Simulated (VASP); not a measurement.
Runs of VASP 6.6.1 on C. It takes space group P6_3/mmc (No. 194, hexagonal). Conventional cell: a = 2.461 Å, b = 2.461 Å, c = 6.976 Å, α = 90.00°, β = 90.00°, γ = 120.00°. Around C (site symmetry -6m2) lie 3 C at 1.42 Å. Around C (site symmetry -6m2) lie 3 C at 1.42 Å. The cell was built by a generator and needn't be a form met in nature.

```csv
level,potentials or basis,gap on the mesh (eV),pressure (GPa)
PBE+TS,"VASP PAW PBE potentials, release 64 (C)",0.68,-0.7
PBEsol,"VASP PAW PBE potentials, release 64 (C)",0.67,(b)
optB88-vdW,"VASP PAW PBE potentials, release 64 (C)",0.66,(a)
r2SCAN+rVV10,"VASP PAW PBE potentials, release 64 (C)",0.72,(c)
LDA,"VASP PAW LDA potentials, release 64 (C)",0.65,-4.8
rev-vdW-DF2,"VASP PAW PBE potentials, release 64 (C)",0.66,1.1
r2SCAN,"VASP PAW PBE potentials, release 64 (C)",0.72,-1.5
PBE+D4,"VASP PAW PBE potentials, release 64 (C)",0.68,-0.2
```

Alike in all rows: task single point; no spin polarisation; cell as given; k mesh 16 × 16 × 4; cutoff (eV) 520; smearing fermi-dirac 0.05 eV.

Q: Fill in the values left out.

A: (a) 1.3; (b) 0.1; (c) -1.6.

Caveats: the PAW data sets were made with another functional, which shifts forces and pressure a little (some runs); this functional lacks dispersion, which binds the layers, so the pressure and a relaxed spacing across them are unreliable (some runs).

A k mesh can miss the band edges.
